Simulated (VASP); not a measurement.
```
CELL_PARAMETERS angstrom
      2.83052     0.00000     0.00000
      0.00000     2.83052     0.00000
      0.00000     0.00000     2.83052
ATOMIC_POSITIONS crystal
  Al 0.50000 0.50000 0.50000
  Co 0.00000 0.00000 0.00000
```

Computed with TPSS meta-GGA, VASP's PBE PAW potentials (set 64) (plane waves; VASP 6.6.1). Numerical set-up: 520 eV cut-off, 12×12×12 Γ-centred mesh, first-order Methfessel-Paxton smearing of 0.10 eV, potentials Al Co.

### Question
Estimate the energy per atom (σ→0), band gap (on the k-mesh) with the smallest direct gap where there is one.

### Answer

The band gap (on the k-mesh) is none (metal, semimetal or under 0.01 eV) and the energy per atom (σ→0) is -11980 meV/atom.

The compound is CoAl in the CsCl type structure. It was relaxed first. The start is the result of an earlier pass. The run is not spin-polarised, so no magnetic state was tried.
